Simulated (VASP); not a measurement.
CaHgI3, 5 atoms in the cell. It takes space group Pm-3m (No. 221, cubic). Conventional cell: a = 5.946 Å, b = 5.946 Å, c = 5.946 Å, α = 90.00°, β = 90.00°, γ = 90.00°. Ca (site symmetry m-3m) has 12 I at 4.20 Å as nearest neighbours. Around Hg (site symmetry m-3m) lie 6 I at 2.97 Å. I (site symmetry 4/mmm) is surrounded by 2 Hg at 2.97 Å. The cell was built by a generator and needn't be a form met in nature.

* Program: VASP 6.6.1
* Task: electric field gradients
* Functional: BLYP
* Dispersion: D4
* Potentials or basis: VASP PAW PBE potentials, release 64 (Ca_sv, Hg, I)
* Cutoff: 520 eV
* k mesh: 4 × 4 × 4
* Occupations: tetrahedron
* Spin: no spin polarisation
* Further INCAR settings: ALGO = Normal; EDIFF = 1e-08; MAXMIX = 10

Potentials or basis: VASP PAW PBE potentials, release 64 (Ca_sv, Hg, I).

Launch:

```bash
$ cat potpaw_PBE.64/Ca_sv/POTCAR potpaw_PBE.64/Hg/POTCAR potpaw_PBE.64/I/POTCAR > POTCAR
$ mpirun -np 1 vasp_std > vasp.out
```

Hardware: 1 thread of AMD EPYC 9R45 96-Core Processor (Zen 5), with other jobs on the host.

Task: How long does it take, and how much memory?

Result: Run time: 2.1 min on 1 thread of AMD EPYC 9R45 96-Core Processor (Zen 5), with other jobs on the host, peak memory 0.31 GiB. Counts: scf iterations 20, k points 10.
